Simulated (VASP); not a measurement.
The system is PtSe2.

```
CELL_PARAMETERS angstrom
3.72400 0.00000 0.00000
-1.86200 3.22508 0.00000
0.00000 0.00000 5.06200
ATOMIC_POSITIONS crystal
Pt 0.00000 0.00000 0.00000
Se 0.33333 0.66667 0.25000
Se 0.66667 0.33333 0.75000
```

| Quantity | Value |
| --- | --- |
| Program | VASP 6.6.1 |
| Task | relaxation of cell and atoms |
| Functional | LDA |
| Potentials or basis | VASP PAW LDA potentials, release 64 (Pt, Se) |
| Cutoff | 520 eV |
| k mesh | 9 × 9 × 6 |
| Occupations | gaussian, width 0.02 eV |
| Spin | no spin polarisation |

At the start: pressure -0.1 GPa; volume 20.27 Å³/atom.

Question: How do energy, volume and symmetry change on relaxing?

Answer: Over 19 steps the energy falls by 10.9 meV/atom and the volume is 19.27 Å³/atom (-4.9 %); space group P-3m1 (No. 164, to 0.05 Å).

Step by step:
| step | energy change (eV) | largest force (eV/Å) | pressure (GPa) | volume (Å³) |
| --- | --- | --- | --- | --- |
| 1 | 0.0000 | 0.2260 | -0.07 | 60.80 |
| 2 | -0.0062 | 0.1251 | -0.85 | 60.72 |
| 3 | -0.0117 | 0.0812 | -2.41 | 60.55 |
| 4 | -0.0133 | 0.0811 | -2.34 | 60.43 |
| 5 | -0.0177 | 0.0812 | -2.12 | 60.06 |
| 6 | -0.0250 | 0.0837 | -1.65 | 59.34 |
| 7 | -0.0319 | 0.1066 | -0.52 | 57.90 |
| 8 | -0.0323 | 0.0685 | -0.28 | 57.88 |
| 9 | -0.0325 | 0.0186 | 0.03 | 57.86 |
| 10 | -0.0326 | 0.0157 | 0.02 | 57.87 |
| 11 | -0.0327 | 0.0073 | -0.04 | 57.89 |
| 12 | -0.0327 | 0.0096 | -0.16 | 57.94 |
| 13 | -0.0328 | 0.0002 | -0.09 | 57.91 |
| 14 | -0.0328 | 0.0106 | 0.02 | 57.87 |
| 15 | -0.0328 | 0.0094 | 0.01 | 57.87 |
| 16 | -0.0328 | 0.0081 | 0.01 | 57.87 |
| 17 | -0.0328 | 0.0047 | 0.00 | 57.84 |
| 18 | -0.0328 | 0.0021 | -0.01 | 57.80 |
| 19 | -0.0328 | 0.0018 | -0.01 | 57.82 |

Final structure:
```yaml
crystal:
  lattice:
    - [3.74344, 0.00000, 0.00000]
    - [-1.87172, 3.24192, 0.00000]
    - [0.00000, 0.00000, 4.76470]
  atoms:
    - { symbol: Pt, position: [0.00000, 0.00000, 0.00000] }
    - { symbol: Se, position: [0.33333, 0.66667, 0.26526] }
    - { symbol: Se, position: [0.66667, 0.33333, 0.73474] }
```
